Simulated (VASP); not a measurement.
An input for Ansatz (written as the equivalent of a VASP run, and not itself run):

Ansatz 0.2 input:
```yaml
crystal:
  lattice:
    - [0.0000000, 2.1786135, 2.1786135]
    - [2.1786135, 0.0000000, 2.1786135]
    - [2.1786135, 2.1786135, 0.0000000]
  atoms:
    - { symbol: Be, position: [0.2500000, 0.2500000, 0.2500000] }
    - { symbol: Be, position: [0.7500000, 0.7500000, 0.7500000] }
    - { symbol: C, position: [0.0000000, 0.0000000, 0.0000000] }
kpoints:
  mp_grid: { grid: [8, 8, 8] }
hamiltonian:
  xc: revpbe
  pseudopotentials: { kind: paw }
scf:
  occupations: { method: gaussian, width: 0.05 }
  max_iter: 100
relax:
  max_steps: 60
  f_tol: 0.02
  cell: {}
output: { forces: true, stress: true, eigenvalues: true }
```

**Question.** Translate this input to VASP (INCAR, KPOINTS, POSCAR, choice of POTCAR).

**Answer.** This is not unique; one that fits is 
### INCAR
```
# general
SYSTEM = Be2C
PREC   = Accurate
ENCUT  = 520   # plane-wave cut-off (eV)
LREAL  = .FALSE.
LASPH  = .TRUE.   # aspherical one-centre terms

# electronic loop
EDIFF  = 1E-6   # SCF stop (eV)
NELM   = 100
ALGO   = Normal

# smearing
ISMEAR = 0   # Gaussian
SIGMA  = 0.05

# functional
GGA    = RE   # revPBE

# ions
IBRION = 2
NSW    = 60   # most ionic steps
ISIF   = 3   # ions, shape and volume
EDIFFG = -0.02   # ionic stop

# output
LWAVE  = .FALSE.
LCHARG = .FALSE.
```

**POSCAR**
```
Be2C
1
   -0.0000000000     2.1786134785     2.1786134785
    2.1786134785    -0.0000000000     2.1786134785
    2.1786134785     2.1786134785     0.0000000000
Be C
2 1
Direct
  0.2500000000   0.2500000000   0.2500000000
  0.7500000000   0.7500000000   0.7500000000
  0.0000000000   0.0000000000   0.0000000000
```

### KPOINTS
```
Automatic mesh
0
Gamma
8 8 8
0 0 0
```

POTCAR, in this order: Be C (PBE.64 set). Program: vasp_std.

What does not carry over: each code has its own PAW files, so the cut-off isn't converted (ENCUT is set for VASP's; basis.ecutwfc is left out, and Ansatz then takes the one that its files recommend); Ansatz stops its SCF on the density residual and VASP on the energy change (EDIFF).

The compound is Be2C in the antifluorite structure. It was relaxed first. The start is the result of an earlier pass.
